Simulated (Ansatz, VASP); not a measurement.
## Bi2Te3 (Tellurobismuthite) in two plane-wave programs

Wanted: the spread between two codes on one cell, functional and k mesh. Valence electrons are named where the data sets of a main pair hold unlike numbers.

Method: plane waves, with VASP 6.6.1 beside it; band structure at LDA, band structure at PBE and band structure at LDA, spin-orbit coupling, in Ansatz 0.2.0.

**1. Set-up**

It takes space group R-3m (No. 166, trigonal). Conventional cell: a = 4.386 Å, b = 4.386 Å, c = 30.497 Å, α = 90.00°, β = 90.00°, γ = 120.00°. Nearest to Bi lie 6 Te at 3.07 to 3.25 Å. Nearest to Te lie 3 Bi at 3.07 Å. Te has 6 Bi at 3.25 Å nearest. Farther neighbours and most contacts between anions are not listed.

Coordinates:

```cif
data_structure
_symmetry_space_group_name_H-M 'P 1'
_symmetry_Int_Tables_number 1
_cell_length_a 10.4763
_cell_length_b 10.4763
_cell_length_c 10.4763
_cell_angle_alpha 24.166
_cell_angle_beta 24.166
_cell_angle_gamma 24.166
_cell_volume 169.36
loop_
_atom_site_label
_atom_site_type_symbol
_atom_site_fract_x
_atom_site_fract_y
_atom_site_fract_z
_atom_site_occupancy
Bi1 Bi 0.60000 0.60000 0.60000 1
Bi2 Bi 0.40000 0.40000 0.40000 1
Te3 Te 0.79050 0.79050 0.79050 1
Te4 Te 0.20950 0.20950 0.20950 1
Te5 Te 0.00000 0.00000 0.00000 1
```

**2. Ansatz: band structure, LDA**

Ansatz runs on its default PAW (the set named soft_2) files.

The same path points are solved in both programs, so levels can be compared one by one.

Contents of input.yaml:

```yaml
crystal:
  lattice:
    - [2.193, 1.2661291403, 10.1656666667]
    - [-2.193, 1.2661291403, 10.1656666667]
    - [0.0, -2.5322582807, 10.1656666667]
  atoms:
    - { symbol: Bi, position: [0.6, 0.6, 0.6] }
    - { symbol: Bi, position: [0.4, 0.4, 0.4] }
    - { symbol: Te, position: [0.7905, 0.7905, 0.7905] }
    - { symbol: Te, position: [0.2095, 0.2095, 0.2095] }
    - { symbol: Te, position: [0.0, 0.0, 0.0] }
hamiltonian:
  xc: lda
  pseudopotentials: { kind: paw }
kpoints:
  mp_grid: { grid: [6, 6, 6] }
  band_path:
    path:
      - [0.0, 0.0, 0.0]
      - [0.14286, 0.0, 0.0]
      - [0.28571, 0.0, 0.0]
      - [0.5, 0.0, 0.0]
      - [0.5, 0.02529, -0.02529]
      - [0.5, 0.10115, -0.10115]
      - [0.5, 0.15172, -0.15172]
      - [0.77685, 0.5, 0.22315]
      - [0.68457, 0.5, 0.31543]
      - [0.54614, 0.5, 0.45386]
      - [0.5, 0.5, 0.5]
      - [0.35714, 0.35714, 0.35714]
      - [0.14286, 0.14286, 0.14286]
      - [0.0, 0.0, 0.0]
      - [0.09672, 0.0, -0.09672]
      - [0.19343, 0.0, -0.19343]
      - [0.3385, 0.0, -0.3385]
      - [0.63842, 0.36158, 0.0]
      - [0.56921, 0.43079, 0.0]
      - [0.52307, 0.47693, 0.0]
      - [0.5, 0.5, 0.0]
      - [0.56921, 0.56921, 0.07586]
      - [0.61535, 0.61535, 0.12643]
      - [0.6615, 0.6615, 0.17701]
      - [0.61535, 0.61535, 0.26929]
      - [0.54614, 0.54614, 0.40772]
      - [0.5, 0.5, 0.5]
      - [0.59228, 0.09672, 0.09672]
      - [0.68457, 0.19343, 0.19343]
      - [0.82299, 0.3385, 0.3385]
    npoints: 1
scf:
  occupations: { method: gaussian, width: 0.03 }
  n_extra_bands: 8
output:
  forces: true
  stress: true
  eigenvalues: true
  write_density: true
  write_potential: true
  elf: true
  volumetric_format: npy
```

On the command line:

```sh
$ ansatz run input.yaml --threads 2 --pin off --max-ram 4608MiB --backend cpu --events-out ev --progress --plain --runs-dir out
```

Numbers of over 12 decimals in the logs are rounded to 6 here.

Output:

```text
basis.fft_grid_basis auto: the FFT boxes are laid along the combinations [[1, -1, 0], [0, 1, 0], [0, -1, 1]] of the cell's own vectors, 4.386, 10.476 and 4.386 Å long. The dense box has 30×72×30 points. Along the cell's own vectors, as sized, it would have 72×72×72, 5.76 times as many. Of the 12 symmetry operations that the crystal satisfies within crystal.symmetry.tolerance (time reversal apart; of a slab, those tha [...]
scf.n_extra_bands = 8 over 39 filled bands (N_el = 78.0): the run solves 47 bands
Engine: ansatz 0.2.0, aarch64-unknown-linux-gnu
Pseudopotentials: kind: paw
Pseudopotential: Bi, paw, valence charge 15, recommended cutoff 420 eV (normal), Bi.paw.azcp
Pseudopotential: Te, paw, valence charge 16, recommended cutoff 420 eV (normal), Te.paw.azcp
Functional definition: SPW92
  exchange = slater_x
  correlation = pw_c
Crystal: 5 atoms, lattice volume = 169.357 Å³
Basis set: ecut = 420 eV, 3345 PW (Γ), FFT grids on a1−a2, a2, −a2+a3
Bands: 47, of which v1, the nominal top of the filled ones, is band 39 counted from 1 (38 counted from 0)
Symmetry: 12 space group operations
Space group: R-3m (ITA 166), of the structure as read, at distance tolerance 5.5e-5 Å
k-points: 32 of 216
Non-local potential: Bi, projectors of the file, l = 0: 2, l = 1: 2, l = 2: 2, l = 3: 2
Non-local potential: Te, projectors of the file, l = 0: 2, l = 1: 2, l = 2: 2, l = 3: 2
PAW form: soft (Blöchl's): semilocal exchange-correlation on the pseudo side does not see the compensation charge
PAW frozen core: Bi, regenerated for the run's functional, and the local potential with it (the file was generated under x = pbe(κ = 0.804, μ = 0.219515), c = pbe(β = 0.066725))
PAW frozen core: Te, regenerated for the run's functional, and the local potential with it (the file was generated under x = pbe(κ = 0.804, μ = 0.219515), c = pbe(β = 0.066725))
PAW one-centre angular grid: Bi, 590 points (default); XC on 64 Gauss nodes
PAW one-centre angular grid: Te, 590 points (default); XC on 64 Gauss nodes
Initial density: superposition of atomic densities (neutral atoms: chi_scale 0, normalization atom), corrected by the library's trained network
Initial wavefunctions: pseudopotential atomic-orbital guess
Functional: x = slater, c = lda
SCF iter   1: F=—  HF=-44654.368437 eV  |F-HF|=—  |Δ(HF+E_count)|=         —  Δρ=4.02e-3  dr2=1.87e-2  ethr=1.77e-3  ⟨swp⟩=9.3  Hψ=6690  notcnv=0  defer=4
preconditioner: auto → Resta (q_TF=auto, 2.398 Å⁻¹)  ε∞=4.2  [insulator: Δε(μ)=0.194 eV  Ē_g=8.409 eV  σ=0.030 eV  W_gap=1.00  n_scr=42 (ndim 8)  ℏωp=15.1 eV  f_vac=0.015  D(μ)=0.00/eV (n_scr^D=0)  ε∞_Penn≈4.2]
SCF iter   2: F=—  HF=-44654.360648 eV  |F-HF|=—  |Δ(HF+E_count)|=   7.79e-3  Δρ=2.17e-3  dr2=4.31e-3  ethr=2.40e-5  ⟨swp⟩=2.3  Hψ=2627  notcnv=0  defer=51
SCF iter   3: F=—  HF=-44654.359858 eV  |F-HF|=—  |Δ(HF+E_count)|=   7.90e-4  Δρ=6.23e-4  dr2=2.57e-3  ethr=5.53e-6  ⟨swp⟩=2.0  Hψ=2373  notcnv=0  defer=51
SCF iter   4: F=—  HF=-44654.359558 eV  |F-HF|=—  |Δ(HF+E_count)|=   3.00e-4  Δρ=1.98e-4  dr2=9.91e-5  ethr=3.29e-6  ⟨swp⟩=1.7  Hψ=1534  notcnv=0  defer=51
SCF iter   5: F=—  HF=-44654.359525 eV  |F-HF|=—  |Δ(HF+E_count)|=   3.28e-5  Δρ=5.32e-5  dr2=6.73e-6  ethr=1.27e-7  ⟨swp⟩=2.0  Hψ=2689  notcnv=0  defer=51
SCF iter   6: F=—  HF=-44654.359523 eV  |F-HF|=—  |Δ(HF+E_count)|=   2.30e-6  Δρ=1.35e-5  dr2=3.15e-7  ethr=8.63e-9  ⟨swp⟩=2.0  Hψ=2676  notcnv=0  defer=51
SCF iter   7: F=-44654.359523 eV  HF=-44654.359523 eV  |F-HF|=2.82e-8  |Δ(HF+E_count)|=   5.27e-8  Δρ=4.24e-6  dr2=4.00e-8  ethr=1.28e-10  ⟨swp⟩=15.5  Hψ=12116  notcnv=0
SCF 1 converged in 7 iterations: F = -44654.359523 eV  dr2 = 4.00e-8
  greatest PAW one-centre occupation: 0.999 electrons in one spin orbital (limit 2), on the Te atom at site 3 (counted from 0), in its partial waves of l = 2
NSCF: frozen V_eff on 30 k-points
SCF converged after 7 iterations
Free energy (F): -44654.359523 eV
Harris-Foulkes:  -44654.359523 eV  (|F-HF|=2.82e-8)
Internal energy: -44654.359523 eV  (E = F + TS)
E sigma→0 (E₀):  -44654.359523 eV
Fermi energy:    9.078676 eV
--- Per-component energies (eV) ---
  E_band       = -1011.680650
  E_kinetic    = 1149.480944
  E_local      = -6895.209463  (includes V_loc(G=0)·N_el)
  E_nonlocal   = 215.385878
  E_hartree    = 3424.410597
  E_xc         = -673.456449
  E_vxc        = -604.785972  (∫ρ·V_xc dr)
  E_paw        = -34234.971889  (= ΣΔE_a)
  E_vpaw       = -1725.360216  (= ΣTr[D̂ρ^β])
  E_aug_tail   = -0.001682  (compensation charges beyond the density's cutoff)
  E_ewald      = -7642.023672
  E_core_change = 2.026214  (= ΣΔE_core)
  E_smearing   = -0.000000  (= −TS)
  E_closure    = 0.000000  (closes the sum)
  Σ components = -44654.359523   (vs F -44654.359523, Δ=0.00e0)
--- Forces (eV/Å), atoms counted from 1 ---
  atom   1  Bi     0.00000000     0.00000000    -0.06655785
  atom   2  Bi     0.00000000    -0.00000000     0.06655785
  atom   3  Te     0.00000000     0.00000000    -0.18231541
  atom   4  Te     0.00000000    -0.00000000     0.18231541
  atom   5  Te     0.00000000     0.00000000     0.00000000
  max |Σ_I F_I| component: 2.31e-18 eV/Å
--- Stress (GPa, compression-positive) ---
       -1.619522       0.000000      -0.000000
        0.000000      -1.619522       0.000000
       -0.000000       0.000000      -2.071711
  P = ⅓ Tr σ = -1.7703 GPa (-17.703 kbar)
--- Band table (eV; the first three rows and the last of 32) ---
  k-point 0: bands = [... 35 lower, 7.2934, 8.1494, 8.1494, 8.9735, 9.1839, 9.6075, 9.6075, 10.9112, ... 4 higher]
  k-point 1: bands = [... 35 lower, 7.5276, 7.9248, 7.9857, 8.4456, 10.0955, 10.3096, 10.4622, 10.9537, ... 4 higher]
  k-point 2: bands = [... 35 lower, 6.4155, 7.5777, 8.0795, 8.3651, 9.7899, 10.2173, 10.7571, 11.6843, ... 4 higher]
  k-point 31: bands = [... 35 lower, 7.5841, 7.8556, 7.8556, 8.4952, 9.7870, 10.0953, 10.0953, 10.5962, ... 4 higher]
```

Run time: 15 s. Hardware: 2 threads of Arm Neoverse V2, shared host; peak memory 0.51 GiB; 29 s of CPU time.

The column dr2 measures how far the density is from self-consistency, as an energy; F and HF (Harris–Foulkes) agree once it is small.

**3. VASP: band structure, LDA**

The same cell, functional (in two slightly different forms), mesh and smearing now go to VASP, with its own data sets.

Lines of VASP's logs that name or quote its potential files are left out, and so is its time.

Contents of INCAR:

```
SYSTEM = Bi2Te3
PREC = Accurate
ENCUT = 350
EDIFF = 1E-06
NELM = 100
ISMEAR = 0
SIGMA = 0.03
LREAL = .FALSE.
ALGO = Normal
GGA = CA
NBANDS = 39
LORBIT = 11
LWAVE = .FALSE.
LCHARG = .FALSE.
KPAR = 4
```

Contents of POSCAR:

```
Bi2Te3
1.0
    2.1930000000      1.2661291403     10.1656666667
   -2.1930000000      1.2661291403     10.1656666667
    0.0000000000     -2.5322582807     10.1656666667
Bi Te
2 3
Direct
    0.6000000000      0.6000000000      0.6000000000
    0.4000000000      0.4000000000      0.4000000000
    0.7905000000      0.7905000000      0.7905000000
    0.2095000000      0.2095000000      0.2095000000
    0.0000000000      0.0000000000      0.0000000000
```

Contents of KPOINTS:

```
Automatic mesh
0
Gamma
6 6 6
0 0 0
```

Contents of KPOINTS_OPT:

```
Line mode
8
Line-mode
Reciprocal
  0.00000000   0.00000000   0.00000000 GAMMA
  0.50000000   0.00000000   0.00000000 L

  0.50000000   0.00000000   0.00000000 L
  0.50000000   0.17700839  -0.17700839 B1

  0.82299161   0.50000000   0.17700839 B
  0.50000000   0.50000000   0.50000000 Z

  0.50000000   0.50000000   0.50000000 Z
  0.00000000   0.00000000   0.00000000 GAMMA

  0.00000000   0.00000000   0.00000000 GAMMA
  0.33850420   0.00000000  -0.33850420 X

  0.66149580   0.33850420   0.00000000 Q
  0.50000000   0.50000000   0.00000000 F

  0.50000000   0.50000000   0.00000000 F
  0.66149580   0.66149580   0.17700839 P1

  0.66149580   0.66149580   0.17700839 P1
  0.50000000   0.50000000   0.50000000 Z

  0.50000000   0.00000000   0.00000000 L
  0.82299161   0.33850420   0.33850420 P
```

PAW data sets: Bi_d and Te (LDA family, release 64).

On the command line:

```sh
$ mpirun -np 4 vasp_std
```

Output:

```text
[banner, memory and clock lines left out]
running    4 mpi-ranks, on    1 nodes
 distrk:  each k-point on    1 cores,    4 groups
 distr:  one band on    1 cores,    1 groups

 POSCAR found type information on POSCAR BiTe
 POSCAR found :  2 types and       5 ions
 LDA part: xc-table for (Slater(with rela. corr.)+CA(PZ))
 , standard interpolation
 POSCAR, INCAR and KPOINTS ok, starting setup
 FFT: planning ... GRIDC
 FFT: planning ... GRID_SOFT
 FFT: planning ... GRID
 WAVECAR not read
 entering main loop
       N       E                     dE             d eps       ncg     rms          rms(c)
DAV:   1     0.378088813658E+03    0.37809E+03   -0.17086E+04  2512   0.893E+02
DAV:   2     0.179487305507E+02   -0.36014E+03   -0.34109E+03  2635   0.275E+02
DAV:   3    -0.203299598326E+02   -0.38279E+02   -0.37245E+02  3089   0.107E+02
DAV:   4    -0.218049471414E+02   -0.14750E+01   -0.14709E+01  2987   0.235E+01
DAV:   5    -0.218737380893E+02   -0.68791E-01   -0.68787E-01  3745   0.459E+00    0.763E+00
DAV:   6    -0.215827718794E+02    0.29097E+00   -0.25257E-01  3479   0.375E+00    0.533E+00
DAV:   7    -0.215749002328E+02    0.78716E-02   -0.14879E-01  3111   0.148E+00    0.120E+00
DAV:   8    -0.215724062783E+02    0.24940E-02   -0.22555E-02  2868   0.734E-01    0.452E-01
DAV:   9    -0.215719109809E+02    0.49530E-03   -0.24857E-03  3216   0.273E-01    0.274E-01
DAV:  10    -0.215719427707E+02   -0.31790E-04   -0.62702E-04  2902   0.101E-01    0.496E-02
DAV:  11    -0.215719398571E+02    0.29136E-05   -0.28213E-05  2859   0.320E-02    0.232E-02
DAV:  12    -0.215719418785E+02   -0.20213E-05   -0.13057E-05  2956   0.148E-02    0.128E-02
DAV:  13    -0.215719420281E+02   -0.14965E-06   -0.77409E-07  1875   0.476E-03
   1 F= -.21571942E+02 E0= -.21571942E+02  d E =-.315017E-08
 Start KPOINTS_OPT (optional k-point list driver)
k-point batch [1-32\72]
       N       E                     dE             ncg
DAV:   1     0.243968775402E+04   -0.17285E+05     2512
DAV:   2    -0.903290104521E+04   -0.11473E+05     2672
DAV:   3    -0.102730482731E+05   -0.12401E+04     3016
DAV:   4    -0.103213764399E+05   -0.48328E+02     2941
DAV:   5    -0.103237944860E+05   -0.24180E+01     3654
DAV:   6    -0.103238252826E+05   -0.30797E-01     3217
DAV:   7    -0.103238260901E+05   -0.80752E-03     3684
DAV:   8    -0.103238261006E+05   -0.10525E-04     2825
DAV:   9    -0.103238261010E+05   -0.41774E-06     1833
[...]
k-point batch [65-72\72]
       N       E                     dE             ncg
DAV:   1     0.228031720891E+05   -0.81643E+04      624
DAV:   2     0.199215568263E+05   -0.28816E+04      640
DAV:   3     0.196222584118E+05   -0.29930E+03      774
DAV:   4     0.196113647818E+05   -0.10894E+02      744
DAV:   5     0.196107889936E+05   -0.57579E+00      969
DAV:   6     0.196107828511E+05   -0.61425E-02      770
DAV:   7     0.196107826447E+05   -0.20634E-03      962
DAV:   8     0.196107826422E+05   -0.25545E-05      668
DAV:   9     0.196107826420E+05   -0.11133E-06      473
```

Parts of OUTCAR (step 3):

```text
ion  position               nearest neighbor table
   1  0.600  0.600  0.600-   4 3.07   4 3.07   4 3.07   5 3.25   5 3.25   5 3.25
   2  0.400  0.400  0.400-   3 3.07   3 3.07   3 3.07   5 3.25   5 3.25   5 3.25
   3  0.791  0.791  0.791-   2 3.07   2 3.07   2 3.07   4 3.64   4 3.64   4 3.64
   4  0.209  0.209  0.209-   1 3.07   1 3.07   1 3.07   3 3.64   3 3.64   3 3.64
   5  0.000  0.000  0.000-   1 3.25   2 3.25   1 3.25   1 3.25   2 3.25   2 3.25

  LATTYP: Found a trigonal (rhomboedric) cell.
 ALAT       =    10.4763118882
 COS(alpha) =     0.9123624111

 Subroutine GETGRP returns: Found 12 space group operations
 (whereof 12 operations were pure point group operations)

The static configuration has the point symmetry D_3d.

 Found     32 irreducible k-points:

   k-points           NKPTS =     32   k-points in BZ     NKDIM =     32   number of bands    NBANDS=     39

   dimension x,y,z NGX =    64 NGY =   64 NGZ =   64
   dimension x,y,z NGXF=   128 NGYF=  128 NGZF=  128

   ENCUT  =  350.0 eV  25.72 Ry    5.07 a.u.  15.98 15.98 15.98*2*pi/ulx,y,z

   NELECT =      48.0000    total number of electrons

 k-points in reciprocal lattice and weights: Automatic mesh
   0.00000000  0.00000000  0.00000000       0.005
   0.16666667 -0.00000000  0.00000000       0.028
   0.33333333  0.00000000  0.00000000       0.028
   0.50000000 -0.00000000  0.00000000       0.014
   0.16666667  0.16666667  0.00000000       0.028
   0.33333333  0.16666667  0.00000000       0.056
   0.50000000  0.16666667  0.00000000       0.056
  -0.33333333  0.16666667 -0.00000000       0.056
  -0.16666667  0.16666667  0.00000000       0.028
[...]
-0.33333333  0.50000000  0.33333333       0.028
   0.50000000  0.50000000  0.50000000       0.005

 average (electrostatic) potential at core
       1-105.2839       2-105.2839       3 -89.1091       4 -89.1091       5 -88.9100

 E-fermi :   6.1261

 k-point     1 :       0.0000    0.0000    0.0000
  band No.  band energies     occupation
    ...
     20       4.3223      2.00000
     21       4.3223      2.00000
     22       5.1785      2.00000
     23       5.1785      2.00000
     24       6.0274      2.00000
     25       6.2247      0.00000
     26       6.6383      0.00000
     27       6.6383      0.00000
     28       7.9369      0.00000
     29       8.0899      0.00000
    ...

 k-point     2 :       0.1667   -0.0000    0.0000
  band No.  band energies     occupation
    ...
     20       4.2552      2.00000
     21       4.5680      2.00000
     22       4.9563      2.00000
     23       5.0328      2.00000
     24       5.4845      2.00000
     25       7.1328      0.00000
     26       7.3386      0.00000
     27       7.4954      0.00000
     28       7.9904      0.00000
     29       8.0068      0.00000
    ...

 k-point     3 :       0.3333    0.0000    0.0000
  band No.  band energies     occupation
    ...
     20       3.4374      2.00000
     21       3.4546      2.00000
     22       4.6135      2.00000
     23       5.1096      2.00000
     24       5.4108      2.00000
     25       6.8222      0.00000
     26       7.2509      0.00000
     27       7.7960      0.00000
     28       8.7080      0.00000
     29       9.0833      0.00000
    ...

  Total       -1.8222354     -1.8222354     -2.2854231      0.0000000      0.0000000      0.0000000
  in kB      -17.2389695    -17.2389695    -21.6208840      0.0000000      0.0000000      0.0000000
  external PRESSURE =     -18.6996077 kB  Pullay stress =       0.0000000 kB

  energy-cutoff  :      350.00
  volume of cell :      169.36
      direct lattice vectors                 reciprocal lattice vectors
     2.193000000  1.266129140 10.165666667     0.227998176  0.131634808  0.032790111
    -2.193000000  1.266129140 10.165666667    -0.227998176  0.131634808  0.032790111
     0.000000000 -2.532258281 10.165666667     0.000000000 -0.263269617  0.032790111

 POSITION                                       TOTAL-FORCE (eV/Angst)
 -----------------------------------------------------------------------------------
      0.00000     -0.00000     18.29820        -0.000000      0.000000     -0.047917
      0.00000     -0.00000     12.19880        -0.000000     -0.000000      0.047917
      0.00000     -0.00000     24.10788        -0.000000      0.000000     -0.149540
      0.00000     -0.00000      6.38912        -0.000000     -0.000000      0.149540
      0.00000      0.00000      0.00000         0.000000     -0.000000      0.000000
 -----------------------------------------------------------------------------------
    total drift:                               -0.000000     -0.000000     -0.000000

  FREE ENERGIE OF THE ION-ELECTRON SYSTEM (eV)
  ---------------------------------------------------
  free  energy   TOTEN  =       -21.5719420281 eV

  energy  without entropy=      -21.5719420250  energy(sigma->0) =      -21.57194203

 total charge
# of ion       s       p       d       tot
------------------------------------------
    1        1.598   1.152   9.940  12.691
    2        1.598   1.152   9.940  12.691
    3        1.414   1.908   0.026   3.348
    4        1.414   1.908   0.026   3.348
    5        1.394   1.971   0.024   3.389
--------------------------------------------------
tot          7.418   8.091  19.957  35.466

[... 3 further parts left out ...]
```

The run ends at a pressure of -1.87 GPa, with forces up to 0.15 eV/Å.

[end of part 1 of 3]

[Lines on the potential files, build, host, timing and source positions are cut from VASP's logs without a mark.]

[Logs are printed without paths, hosts, clocks, repeated set-up lines and the standing remarks that a program may print on its own settings, such as how far it seeks lower states.]

[Hosts, paths, dates, database ids (printed as entryN), source tags and the programs' standing remarks are cut or masked in the printed files.]
